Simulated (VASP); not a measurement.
The system is CoO.

```
CELL_PARAMETERS angstrom
0.00000 2.13150 2.13150
2.13150 0.00000 2.13150
2.13150 2.13150 0.00000
ATOMIC_POSITIONS crystal
Co 0.00000 0.00000 0.00000
O 0.50000 0.50000 0.50000
```

Base run:

| Quantity | Value |
| --- | --- |
| Program | VASP 6.6.1 |
| Functional | PBE |
| Potentials or basis | VASP PAW PBE potentials, release 64 (Co, O) |
| Cutoff | 600 eV |
| k mesh | 12 × 12 × 12 |
| Occupations | gaussian, width 0.03 eV |
| Spin | collinear spin, ferromagnetic start |
| Starting moments | [3.0, 0.0] μB |

Its results: band gap on the k mesh none (metal or under the smearing width); pressure -2.5 GPa; net moment 2.95 μB per cell; site moments Co +2.58; O +0.31 μB.

The run is repeated on the same cell with these changes: functional from PBE to r2SCAN. What comes out?

Band gap on the k mesh none (metal or under the smearing width); pressure -7.9 GPa; net moment 3.00 μB per cell; site moments Co +2.69; O +0.29 μB.

Caveats: a cell with one magnetic atom can't hold antiferromagnetic order, which such compounds often take; semilocal functionals often make such compounds metallic where correlation or magnetic order opens a gap, which also shifts bond lengths; the PAW data sets were made with another functional, which shifts forces and pressure a little (some runs).

Not every run made on this cell is shown here.
